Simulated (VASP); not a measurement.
Consider the following.

```yaml
crystal:
  lattice:
    - [1.45263, -2.54099, 0.00000]
    - [1.45263, 2.54099, 0.00000]
    - [0.00000, 0.00000, 2.76869]
  atoms:
    - { symbol: W, position: [0.00000, 0.00000, 0.00000] }
    - { symbol: C, position: [0.35888, 0.69221, 0.50000] }
```
Cell charge -0.1.

Level of theory: PBE GGA, VASP's PBE PAW potentials (set 64) (plane waves; VASP). Settings: NELECT = 18.1, 520 eV cut-off, 13×13×12 Γ-centred mesh, Gaussian smearing of 0.050 eV, potentials W_sv C.

The cell is charged, with a uniform compensating background.

Q: Which forces act on the atoms, in eV/Å?

A: 
```tsv
atom	Fx	Fy	Fz
W1	1.302	-0.120	0.000
C2	-1.302	0.120	0.000
```

Q: Give the stress tensor in GPa (positive for a compressed cell).

A: 
```
22.31  -3.71   0.00
-3.71  16.33   0.00
 0.00   0.00  43.08
```
The pressure is its mean diagonal, 27.24 GPa.

The compound is WC in the wc structure. The cell was not relaxed at this level, atoms are displaced from their ideal sites. The run is one of a series of settings (ISMEAR = 0, NELECT = 18.1, SIGMA = 0.05 against the base run), some of them coarse on purpose.
